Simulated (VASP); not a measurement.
Energy against volume of AlN (zinc blende). Level of theory: SCAN meta-GGA, VASP's PBE PAW potentials (set 64) (plane waves; VASP). Numerical set-up: 520 eV cut-off, 10×10×10 Γ-centred mesh, Gaussian smearing of 0.050 eV, potentials Al N.

| V (Å³/atom) | E (eV/atom) |
|---|---|
| 10.056 | -10.19327 |
| 10.367 | -10.20016 |
| 10.678 | -10.19456 |
| 10.989 | -10.17820 |

**Question.** Fit these four points and predict the energy of the run at 9.745 Å³/atom.

**Answer.** A cubic in V^(−2/3), the third-order Birch-Murnaghan form, passes through the four points with V0 = 10.38 Å³/atom and B0 = 213 GPa, and gives -10.1719 eV/atom there. The run gave -10.1720 eV/atom, -0.1 meV/atom from the fit; all five points give B0 = 213 GPa.

The compound is AlN in the zinc blende structure, a metastable form; wurtzite is the usual one. It was relaxed first.
